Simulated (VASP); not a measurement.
Input for VASP

**KPOINTS**
```
Automatic mesh
0
Gamma
16 16 16
0 0 0
```

INCAR:
```
ENCUT  =  500   # plane-wave cut-off (eV)
PREC  =  Accurate
SYSTEM  =  Nb
LCHARG  =  .False.
ALGO  =  Normal
IBRION  =  2   # conjugate gradients
GGA  =  PS   # PBEsol
ISMEAR  =  1   # Methfessel-Paxton
EDIFFG  =  -0.02   # ionic stop
LASPH  =  .True.   # aspherical one-centre terms
LWAVE  =  .False.
SIGMA  =  0.1
NELM  =  100   # most electronic steps
LMAXMIX  =  4   # l cut-off of mixed one-centre charges
LREAL  =  .False.
NSW  =  40
ISIF  =  3   # ions, shape and volume
EDIFF  =  1E-6   # SCF stop (eV)
```

### POSCAR
```
Nb
1.0
 -1.6332446314   1.6332446314   1.6332446314
  1.6332446314  -1.6332446314   1.6332446314
  1.6332446314   1.6332446314  -1.6332446314
Nb
1
Cartesian
  0.0000000000   0.0000000000   0.0000000000
```

POTCAR, in this order: Nb_sv (PBE.64 set). Program: vasp_std.

Q: Write an equivalent input for Quantum ESPRESSO's pw.x.

A: One equivalent input (not run):
```
&CONTROL
  calculation = 'vc-relax'
  pseudo_dir = './pseudo'
  outdir = './out'
  tprnfor = .true.
  tstress = .true.
  nstep = 40
  forc_conv_thr = 0.00078
/
&SYSTEM
  ibrav = 0
  nat = 1
  ntyp = 1
  ecutwfc = 82
  occupations = 'smearing'
  smearing = 'methfessel-paxton'
  degauss = 0.00735
  input_dft = 'pbesol'
/
&ELECTRONS
  conv_thr = 7.3e-08
  electron_maxstep = 100
/
&IONS
/
&CELL
/
ATOMIC_SPECIES
  Nb 92.906 Nb.upf
CELL_PARAMETERS angstrom
    -1.6332446    1.6332446    1.6332446
     1.6332446   -1.6332446    1.6332446
     1.6332446    1.6332446   -1.6332446
ATOMIC_POSITIONS crystal
  Nb   0.0000000  0.0000000  0.0000000
K_POINTS automatic
  16 16 16 0 0 0
```
Limits of the translation: the potentials are each code's own (VASP's PAW set, PseudoDojo norm-conserving files in pw.x), so ENCUT and ecutwfc are chosen apart and not converted; conv_thr bounds pw.x's estimated SCF error, while EDIFF bounds the energy change between steps; forc_conv_thr acts on force components and is met together with etot_conv_thr.

The compound is Nb in the bcc structure. This run relaxes it. Symmetry was kept, so distortions that lower it aren't found.
